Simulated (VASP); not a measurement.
```
HfO2
1.0
    0.00000     2.59080     2.59080
    2.59080     0.00000     2.59080
    2.59080     2.59080     0.00000
Hf O
1 2
Direct
  0.00000   0.00000   0.00000
  0.25000   0.25000   0.25000
  0.75000   0.75000   0.75000
```

Computed with PBE GGA, VASP's PBE PAW potentials (set 64) (plane waves; VASP). Run with 520 eV cut-off, 6×6×6 Γ-centred mesh, Gaussian smearing of 0.050 eV, potentials Hf_pv O.

Give the stress tensor in GPa (positive for a compressed cell).

```
-14.06    0.00    0.00
  0.00  -14.06    0.00
  0.00    0.00  -14.06
```
The pressure is its mean diagonal, -14.06 GPa.

The compound is HfO2 in the fluorite structure, the high-temperature cubic form, which is unstable at 0 K; the monoclinic form is the stable one. The cell was not relaxed at this level.
